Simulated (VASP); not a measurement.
Input of a VASP 6.6.1 run:

The input INCAR:

```
SYSTEM = Zn7CdSe8
ALGO = Fast
EDIFF = 1E-6
ENCUT = 520
GGA = PS
GGA_COMPAT = .FALSE.
ISIF = 2
ISMEAR = 0
KPAR = 4
LASPH = .TRUE.
LCHARG = .FALSE.
LNONCOLLINEAR = .TRUE.
LORBIT = 11
LREAL = .FALSE.
LSORBIT = .TRUE.
LWAVE = .FALSE.
MAGMOM = 0 0 0 0 0 0 0 0 0 0 0 0 0 0 0 0 0 0 0 0 0 0 0 0 0 0 0 0 0 0 0 0 0 0 0 0 0 0 0 0 0 0 0 0 0 0 0 0
NBANDS = 172
NELM = 80
PREC = Accurate
SIGMA = 0.03
```

The input KPOINTS:

```
k-points
0
G
  4 4 4
  0 0 0
```

POSCAR

```
Zn7CdSe8                                
1.0
   -5.6982600659     -0.0000000000      5.6982600659
   -5.6982600659     -5.6982600659     -0.0000000000
    0.0000000000     -5.6982600659      5.6982600659
  Cd              Zn              Se            
     1     7     8
Direct
     0.0000000000000000    0.5000000000000000    1.0000000000000000
     0.9990600794051678    0.0009399205948322    0.9990600794051678
     0.9990600794051678    0.4990600794051678    0.5009399205948322
     0.9990600794051678    0.0009399205948322    0.5009399205948322
     0.5009399205948322    0.4990600794051678    0.9990600794051678
     0.5009399205948322    0.0009399205948322    0.9990600794051678
     0.5009399205948322    0.4990600794051678    0.5009399205948322
     0.5000000000000000    1.0000000000000000    0.5000000000000000
     0.1308235931793991    0.1075292204618099    0.1308235931793991
     0.1308235931793991    0.6308235931793991    0.1308235931793991
     0.1248358275794743    0.1250547241401776    0.6250547241401776
     0.1308235931793991    0.6308235931793991    0.6075292204618099
     0.6250547241401776    0.1250547241401776    0.1248358275794743
     0.6075292204618099    0.6308235931793991    0.1308235931793991
     0.6250547241401776    0.1250547241401776    0.6250547241401776
     0.6250547241401776    0.6248358275794743    0.6250547241401776
```

KPOINTS_OPT

```
explicit points
6
Reciprocal
 0.0000000000  0.0000000000  0.0000000000 1
 0.3750000000  0.3750000000  0.7500000000 1
 0.5000000000  0.5000000000  0.5000000000 1
 0.6250000000  0.2500000000  0.6250000000 1
 0.5000000000  0.2500000000  0.7500000000 1
 0.5000000000  0.0000000000  0.5000000000 1
```

Potentials or basis: VASP PAW PBE potentials, release 64 (Cd, Zn, Se).

Run with:

```console
$ cat potpaw_PBE.64/Cd/POTCAR potpaw_PBE.64/Zn/POTCAR potpaw_PBE.64/Se/POTCAR > POTCAR
$ mpirun -np 4 vasp_ncl > vasp.out
```

(1) Predict the largest force.

(2) Predict the pressure.

Answers

(1) 0.004 eV/Å.

(2) 0.0 GPa.

Caveat: the PAW data sets were made with another functional, which shifts forces and pressure a little.
